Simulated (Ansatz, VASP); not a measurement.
# Be3Sb2: VASP beside Ansatz

The input INCAR:

```
PREC = Accurate
ENCUT = 600
EDIFF = 1E-6
ISMEAR = 0
SIGMA = 0.1
LREAL = F
LASPH = T
NELM = 100
ALGO = Normal
ISIF = 3
LWAVE = F
LCHARG = F
GGA = PE
IBRION = 2
NSW = 90
EDIFFG = -0.04
```

The input KPOINTS:

```
Automatic mesh
0
Gamma
  4 4 4
```

Contents of POSCAR:

```
Be3Sb2
1.0
    4.2474152100      0.0000000000      0.0000000000
    0.0000000000      4.2474152100      0.0000000000
    0.0000000000      0.0000000000      6.0067522000
Be Sb
3 2
Direct
    0.0000000000      0.0000000000      0.0000000000
    0.5000000000      0.5000000000      0.5000000000
    0.0000000000      0.0000000000      0.5000000000
    0.5000000000      0.0000000000      0.7500000000
    0.0000000000      0.5000000000      0.2500000000
```

Input for Ansatz:

```yaml
crystal:
  lattice:
    - [4.24741521, 0.0, 0.0]
    - [0.0, 4.24741521, 0.0]
    - [0.0, 0.0, 6.0067522]
  atoms:
    - { symbol: Be, position: [0.0, 0.0, 0.0] }
    - { symbol: Be, position: [0.5, 0.5, 0.5] }
    - { symbol: Be, position: [0.0, 0.0, 0.5] }
    - { symbol: Sb, position: [0.5, 0.0, 0.75] }
    - { symbol: Sb, position: [0.0, 0.5, 0.25] }
basis:
  ecutwfc: 420
kpoints:
  mp_grid: { grid: [4, 4, 4] }
hamiltonian:
  xc: pbe
scf:
  occupations: { method: gaussian, width: 0.1 }
  lower_state_search: "off"
output:
  forces: true
  stress: true
  eigenvalues: true
relax:
  adjacent_minimum: "off"
  f_tol: 0.04
  max_steps: 70
  cell: { stress_tol: 0.4 }
```

Change from the starting cell: ordered vacancies on the cation sites of antifluorite (P-4m2, No. 115).

Alike in both runs: task relaxation of cell and atoms; functional PBE; k mesh 4 × 4 × 4; occupations gaussian, width 0.1 eV; no spin polarisation.

|  | VASP | Ansatz |
| --- | --- | --- |
| version | VASP 6.6.1 | Ansatz 0.2.0 |
| potentials or method | VASP PAW PBE potentials, release 64 (Be, Sb) | scalar-relativistic, plane waves, PAW |
| plane-wave cutoff (eV) | 600 | 420 |
| valence electrons in the cell | 16 | 36 |

Ansatz gave:

- gap on the k mesh at the Fermi level, each at its own relaxed structure (eV): none
- relaxed volume (Å³/atom): 18.98
- relaxed cell length with the largest relative difference (Å): 4.016
- energy change over the relaxation (meV/atom): -63

Task: What did VASP give for the same quantities?

Result: gap on the k mesh at the Fermi level, each at its own relaxed structure (eV): none; relaxed volume (Å³/atom): 19.06; relaxed cell length with the largest relative difference (Å): 4.029; energy change over the relaxation (meV/atom): -58.

A gap of «none» marks a metal or a gap that the smearing closes. The two sets of potentials don't hold the same shells in valence.

Caveats: the k mesh is coarse (spacing up to 0.37 Å⁻¹), so the values aren't converged. Spin-orbit coupling is left out, which matters for the levels of Sb.
